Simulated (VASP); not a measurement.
Here is the system:

```
CELL_PARAMETERS angstrom
      0.00000     2.23454     2.23454
      2.23454     0.00000     2.23454
      2.23454     2.23454     0.00000
ATOMIC_POSITIONS crystal
  Ta 0.50000 0.50000 0.50000
  N  0.00000 0.00000 0.00000
```

Level of theory: PBE GGA, VASP's PBE PAW potentials (set 64) (plane waves; VASP). Numerical set-up: 400 eV cut-off, 9×9×9 Γ-centred mesh, Gaussian smearing of 0.10 eV, potentials Ta_pv N.

At this cut-off the stress carries a Pulay error, which pulls relaxed volumes low. Unless said otherwise, spin-orbit coupling is left out, though it shifts the bands of the heavy elements here.

Problem. Estimate the energy per atom (σ→0), pressure, band gap (on the k-mesh) with the smallest direct gap where there is one.

Solution. 
- band gap (on the k-mesh): none (metal, semimetal or under 0.01 eV)
- energy per atom (σ→0): -10.904 eV/atom
- pressure: -13.28 GPa

The structure comes from a computed database's TaN entry; how it stands against other phases isn't given here. The cell was not relaxed at this level.
